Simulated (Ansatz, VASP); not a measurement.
# CO2: VASP beside Ansatz, part 2 of 2

Wanted: the spread between two codes on one cell, functional and k mesh. The cell is taken from a series of runs on this material, whose earlier steps may have relaxed, scaled, displaced or heated it; both programs get it as it stands.

VASP 6.6.1 and Ansatz 0.2.0.

So far: The starting structure; VASP: zone-centre phonons, LDA.

**3. Ansatz: zone-centre phonons, LDA**

Level of this step: Ansatz beside VASP: Kohn-Sham DFT, plane waves, LDA (Ansatz).

Ansatz runs on its default PAW (the set named soft_2) files.

The same cell, functional (in two slightly different forms) and mesh now go to Ansatz, which takes its cutoff from its data sets.

input.yaml

```yaml
crystal:
  lattice:
    - [-1.9209887298, 1.9209887298, 2.943298943]
    - [1.9209887298, -1.9209887298, 2.943298943]
    - [1.9209887298, 1.9209887298, -2.943298943]
  atoms:
    - { symbol: C, position: [0.75, 0.25, 0.5] }
    - { symbol: C, position: [0.0, 0.0, 0.0] }
    - { symbol: O, position: [0.7032256337, 0.125, 0.0782256337] }
    - { symbol: O, position: [0.0467743663, 0.625, 0.9217743663] }
    - { symbol: O, position: [0.375, 0.2967743663, 0.4217743663] }
    - { symbol: O, position: [0.875, 0.9532256337, 0.5782256337] }
kpoints:
  mp_grid: { grid: [8, 8, 8] }
hamiltonian:
  xc: lda
scf:
  occupations: { method: fixed }
output:
  eigenvalues: true
phonons:
  method: dfpt
```

Run with:

```bash
ansatz run input.yaml --threads 8 --pin off --max-ram 14336MiB --backend cpu --events-out ev --progress --plain --runs-dir out
```

Numbers of over 12 decimals in the logs are rounded to 6 here.

Output:

```text
Engine: ansatz 0.2.0, x86_64-unknown-linux-gnu
Pseudopotentials: kind: paw
Pseudopotential: C, paw, valence charge 4, recommended cutoff 420 eV (normal), C.paw.azcp
Pseudopotential: O, paw, valence charge 6, recommended cutoff 420 eV (normal), O.paw.azcp
Functional definition: SPW92
  exchange = slater_x
  correlation = pw_c
Crystal: 6 atoms, lattice volume = 43.445 Å³
Basis set: ecut = 420 eV, 853 PW (Γ), exchange–correlation on 64×64×64 points (8 copies of the dense FFT grid, shifted against one another)
Bands: 22, of which v1, the nominal top of the filled ones, is band 16 counted from 1 (15 counted from 0)
Symmetry: 8 space group operations
k-points: 260 of 512 (irreducible under 1 space group operation, time reversal used)
Non-local potential: C, projectors of the file, l = 0: 2, l = 1: 2, l = 2: 1
Non-local potential: O, projectors of the file, l = 0: 2, l = 1: 2, l = 2: 1
PAW form: soft (Blöchl's): semilocal exchange-correlation on the pseudo side does not see the compensation charge
PAW frozen core: C, regenerated for the run's functional, and the local potential with it (the file was generated under x = pbe(κ = 0.804, μ = 0.219515), c = pbe(β = 0.066725))
PAW frozen core: O, regenerated for the run's functional, and the local potential with it (the file was generated under x = pbe(κ = 0.804, μ = 0.219515), c = pbe(β = 0.066725))
PAW one-centre angular grid: C, 110 points (default); XC on 64 Gauss nodes
PAW one-centre angular grid: O, 110 points (default); XC on 64 Gauss nodes
Initial density: superposition of atomic densities (neutral atoms: chi_scale 0, normalization atom), corrected by the library's trained network
Initial wavefunctions: pseudopotential atomic-orbital guess
Functional: x = slater, c = lda
SCF iter   1: F=—  HF=-2703.104843 eV  |F-HF|=—  |Δ(HF+E_count)|=         —  Δρ=1.16e-2  dr2=4.35e-2  ethr=1.77e-3  ⟨swp⟩=5.0  Hψ=21865  notcnv=0  defer=1003
preconditioner: auto → none  [insulator: Δε(μ)=7.536 eV  Ē_g=19.541 eV  n_scr=14 (ndim 8)  ℏωp=31.9 eV  f_vac=0.015  ε∞_Penn≈3.7]
SCF iter   2: F=—  HF=-2703.091331 eV  |F-HF|=—  |Δ(HF+E_count)|=   1.35e-2  Δρ=3.98e-3  dr2=3.12e-3  ethr=1.36e-4  ⟨swp⟩=2.4  Hψ=11274  notcnv=0  defer=1033
SCF iter   3: F=—  HF=-2703.090536 eV  |F-HF|=—  |Δ(HF+E_count)|=   7.96e-4  Δρ=1.68e-3  dr2=6.25e-4  ethr=9.76e-6  ⟨swp⟩=2.0  Hψ=9618  notcnv=0  defer=1037
SCF iter   4: F=—  HF=-2703.090399 eV  |F-HF|=—  |Δ(HF+E_count)|=   1.36e-4  Δρ=4.90e-4  dr2=2.34e-5  ethr=1.95e-6  ⟨swp⟩=2.0  Hψ=8791  notcnv=0  defer=677
SCF iter   5: F=—  HF=-2703.090396 eV  |F-HF|=—  |Δ(HF+E_count)|=   3.41e-6  Δρ=3.48e-5  dr2=1.18e-7  ethr=7.31e-8  ⟨swp⟩=2.0  Hψ=9415  notcnv=0  defer=466
SCF iter   6: F=—  HF=-2703.090396 eV  |F-HF|=—  |Δ(HF+E_count)|=  7.14e-10  Δρ=6.59e-6  dr2=4.24e-9  ethr=3.70e-10  ⟨swp⟩=2.5  Hψ=8854  notcnv=0  defer=466
SCF iter   7: F=-2703.090396 eV  HF=-2703.090396 eV  |F-HF|=5.91e-12  |Δ(HF+E_count)|=   1.32e-9  Δρ=3.48e-7  dr2=1.83e-11  ethr=1.00e-12  ⟨swp⟩=11.2  Hψ=38965  notcnv=0
SCF 1 converged in 7 iterations: F = -2703.090396 eV  dr2 = 1.83e-11
  greatest PAW one-centre occupation: 0.861 electrons in one spin orbital (limit 2), on the O atom at site 5 (counted from 0), in its partial waves of l = 0
DFPT response loops at Γ: preconditioner auto → none (the input reference at scf.mixing.eps_inf says where Resta's filter doesn't serve); β = 0.50; Broyden in place of MSR1
SCF converged after 7 iterations
Free energy (F): -2703.090396 eV
Harris-Foulkes:  -2703.090396 eV  (|F-HF|=5.91e-12)
Internal energy: -2703.090396 eV  (E = F + TS)
E sigma→0 (E₀):  -2703.090396 eV
Fermi energy:    5.792746 eV
--- Per-component energies (eV) ---
  E_band       = -97.023914
  E_kinetic    = 885.011594
  E_local      = -1686.591629  (includes V_loc(G=0)·N_el)
  E_nonlocal   = 255.356282
  E_hartree    = 551.273642
  E_xc         = -382.845703
  E_vxc        = -488.374717  (∫ρ·V_xc dr)
  E_paw        = -774.406465  (= ΣΔE_a)
  E_vpaw       = -164.983125  (= ΣTr[D̂ρ^β])
  E_aug_tail   = 0.010370  (compensation charges beyond the density's cutoff)
  E_ewald      = -1551.411837
  E_core_change = 0.513351  (= ΣΔE_core)
  E_smearing   = -0.000000  (= −TS)
  E_closure    = 0.000000  (closes the sum)
  Σ components = -2703.090396   (vs F -2703.090396, Δ=0.00e0)
--- Band table (eV; the first three rows and the last of 260) ---
  k-point 0: bands = [... 12 lower, 4.3593, 4.8994, 4.8994, 5.3603, 13.3957, 15.5351, 15.5351, 15.9005, ... 2 higher]
  k-point 1: bands = [... 12 lower, 4.4982, 4.5834, 4.7907, 5.1619, 13.6419, 15.5345, 15.6584, 16.2632, ... 2 higher]
  k-point 2: bands = [... 12 lower, 4.5013, 4.5628, 4.8650, 5.0547, 14.0955, 15.5241, 16.1989, 16.5226, ... 2 higher]
  k-point 259: bands = [... 12 lower, 2.8119, 2.8119, 5.7274, 5.7274, 14.8166, 14.8166, 16.9802, 16.9802, ... 2 higher]
--- Phonons (Γ-DFPT): 5 representative perturbations + reference, on 260 of 512 k-points (Σ response iterations 16) ---
  k mesh reduced under 1 symmetry operation, with k and −k counted as one. Each operation leaves every solved perturbation unchanged. A smaller set is not used because it would not reduce the number of displacements times k-points to solve
  ASR residual: 1.623e-4 → 0.000e0 eV/Å²; symmetrization residual: 1.952e-6 eV/Å²
  ASR residual per site (eV/Å²): 1.62e-4 1.62e-4 6.90e-5 6.90e-5 6.90e-5 6.90e-5
  Γ frequencies (cm⁻¹): 0.00 0.00 0.00 361.60 361.60 554.24 672.39 712.10 807.74 869.76 869.76 938.83 938.83 954.65 1093.39 1093.39 1114.59 1126.12
  non-analytic LO–TO correction: not included (Born effective charges unavailable; polar crystals: no LO–TO splitting at Γ)
```

In the SCF lines HF is the Harris–Foulkes energy and dr2 the Hartree energy of the density residual, in eV; the loop may stop once dr2 is under the threshold and the program's other checks hold. Hψ counts applications of the Hamiltonian.

**4. Side by side**

Known differences besides the potentials themselves: the two LDA forms differ slightly; fixed occupations in Ansatz, narrow Gaussian smearing in VASP; the cutoff is 420 eV in Ansatz and 600 eV in VASP; VASP's log shows a relativistic correction to its local exchange, Ansatz's none. Total energies have different zeros and are not compared.

Compared:

```tsv
quantity	Ansatz	VASP	difference
optical mode 1 to 2 (cm⁻¹)	361.6	357.6	+1.12 %
optical mode 3 (cm⁻¹)	554.2	552.3	+0.36 %
optical mode 4 (cm⁻¹)	672.4	668.1	+0.64 %
optical mode 5 (cm⁻¹)	712.1	707.8	+0.61 %
optical mode 6 (cm⁻¹)	807.7	803.6	+0.51 %
optical mode 7 to 8 (cm⁻¹)	869.8	864.4	+0.62 %
optical mode 9 to 10 (cm⁻¹)	938.8	964.0	-2.61 %
optical mode 11 (cm⁻¹)	954.6	975.4	-2.13 %
optical mode 12 to 13 (cm⁻¹)	1093.4	1095.7	-0.21 %
optical mode 14 (cm⁻¹)	1114.6	1124.1	-0.85 %
optical mode 15 (cm⁻¹)	1126.1	1130.4	-0.37 %
```

Modes are paired by rising frequency, not by their patterns, so a pair may set unlike modes beside each other; they are those without the splitting of longitudinal modes.

**5. Summary of results**

```yaml
r_m_s_difference_of_the_optical_zone_centre_modes_each_program_s_sorted_by_frequency_zone_centre_phonons_lda: 11 cm⁻¹
difference_in_optical_mode_9_to_10_zone_centre_phonons_lda: -2.6 %
```

The r.m.s. difference of the optical zone-centre modes, each program's sorted by frequency is 11 cm⁻¹ (zone-centre phonons, LDA). Among the rows given in per cent, the largest difference of the zone-centre phonons, LDA pair is in optical mode 9 to 10, -2.6 %. Such differences can come from data sets, numerical settings and the points named under the comparisons, not from the functional's error against experiment.

[Lines on the potential files, build, host, timing and source positions are cut from VASP's logs without a mark.]

[Logs are printed without paths, hosts, clocks, repeated set-up lines and the standing remarks that a program may print on its own settings, such as how far it seeks lower states.]

[Hosts, paths, dates, database ids (printed as entryN), source tags and the programs' standing remarks are cut or masked in the printed files.]
